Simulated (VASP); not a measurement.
A VASP calculation is set up with these files.

INCAR:
```
! general
SYSTEM  = GaN
PREC    = Accurate
ENCUT   = 520
LREAL   = .FALSE.
LASPH   = .TRUE.

! electronic loop
EDIFF   = 1E-6
NELM    = 100
ALGO    = Normal
LMAXMIX = 4

! smearing
ISMEAR  = 0
SIGMA   = 0.05

! functional
GGA     = PE

! ions
IBRION  = 2
NSW     = 60
ISIF    = 3
EDIFFG  = -0.01

! output
LWAVE   = .FALSE.
LCHARG  = .FALSE.
```

File POSCAR:
```
GaN
1
    0.0000000000     2.2750713718     2.2750713718
    2.2750713718     0.0000000000     2.2750713718
    2.2750713718     2.2750713718    -0.0000000000
Ga N
1 1
Direct
  0.0000000000   0.0000000000   0.0000000000
  0.2500000000   0.2500000000   0.2500000000
```

### KPOINTS
```
Automatic mesh
0
Gamma
9 9 9
0 0 0
```

POTCAR, in this order: Ga_d N (PBE.64 set). Program: vasp_std.

### Question
Translate this PBE calculation to Quantum ESPRESSO's pw.x.

### Answer
One equivalent input (not run):
```
&CONTROL
  calculation = 'vc-relax'
  pseudo_dir = './pseudo'
  outdir = './out'
  tprnfor = .true.
  tstress = .true.
  nstep = 60
  forc_conv_thr = 0.00039
/
&SYSTEM
  ibrav = 0
  nat = 2
  ntyp = 2
  ecutwfc = 84
  occupations = 'smearing'
  smearing = 'gaussian'
  degauss = 0.003675
  input_dft = 'pbe'
/
&ELECTRONS
  conv_thr = 7.3e-08
  electron_maxstep = 100
/
&IONS
/
&CELL
/
ATOMIC_SPECIES
  Ga 69.723 Ga.upf
  N 14.007 N.upf
CELL_PARAMETERS angstrom
     0.0000000    2.2750714    2.2750714
     2.2750714    0.0000000    2.2750714
     2.2750714    2.2750714   -0.0000000
ATOMIC_POSITIONS crystal
  Ga   0.0000000  0.0000000  0.0000000
  N    0.2500000  0.2500000  0.2500000
K_POINTS automatic
  9 9 9 0 0 0
```
What does not carry over: the potentials are each code's own (VASP's PAW set, PseudoDojo norm-conserving files in pw.x), so ENCUT and ecutwfc are chosen apart and not converted; conv_thr bounds pw.x's estimated SCF error, while EDIFF bounds the energy change between steps; forc_conv_thr acts on force components and is met together with etot_conv_thr.

The compound is GaN in the zinc blende structure, a metastable form; wurtzite is the usual one. It was relaxed first. The start is the result of an earlier pass.
